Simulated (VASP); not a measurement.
Write the native input for VASP 6.6.1 that does the following.

| Quantity | Value |
| --- | --- |
| Task | relaxation of the atoms |
| Functional | BLYP |
| Dispersion | D4 |
| Potentials or basis | VASP PAW PBE potentials, release 64 (Au) |
| Cutoff | 520 eV |
| k mesh | 10 × 10 × 1 |
| Occupations | fermi-dirac, width 0.05 eV |
| Spin | no spin polarisation |
| Dipole correction | yes |
| Atoms held fixed (from 0) | [0] |
| Further INCAR settings | ALGO = Normal; EDIFF = 1e-07; IBRION = 2; EDIFFG = -0.01; NSW = 40 |

The structure of Au lies in POSCAR:

```
Au
1.0
    2.6622700000      0.0000000000      0.0000000000
    0.0000000000      2.6617000000      0.0000000000
    0.0000000000      0.0000000000     23.8000000000
Au
1
Selective dynamics
Direct
    0.0000000000      0.5000000000      0.2941200000  F F F
```

The cell was built by a generator and needn't be a form met in nature.

These files were run (other wordings do the same):

INCAR

```
SYSTEM = Au
AGGAC = 1.0
AGGAX = 1.0
ALDAC = 0.0
ALDAX = 1.0
ALGO = Normal
DIPOL = 0.5 0.5 0.294
EDIFF = 1E-7
EDIFFG = -0.01
ENCUT = 520
GGA = B5
IBRION = 2
IDIPOL = 3
ISIF = 2
ISMEAR = -1
IVDW = 13
LASPH = .True.
LCHARG = .False.
LDIPOL = .True.
LREAL = .False.
LWAVE = .False.
NELM = 100
NSW = 40
PREC = Accurate
SIGMA = 0.05
VDW_A1 = 0.44488865
VDW_A2 = 4.0933009
VDW_S6 = 1.0
VDW_S8 = 2.34076671
```

KPOINTS

```
k-points
0
Gamma
  10 10 1
  0 0 0
```

Potentials or basis: VASP PAW PBE potentials, release 64 (Au).

Command:

```sh
$ cat potpaw_PBE.64/Au/POTCAR > POTCAR
$ mpirun -np 1 vasp_std > vasp.out
```

It gave:

```
Band gap on the k mesh     : none (metal or under the smearing width)
Dispersion energy per atom : -0.443 eV
```

Caveat: the relaxation stopped at its first step, so nothing moved.

Run time: 77 s on 1 thread of Intel(R) Xeon(R) Platinum 8259CL CPU @ 2.50GHz (Skylake/Cascade Lake), with other jobs on the host, peak memory 0.27 GiB.
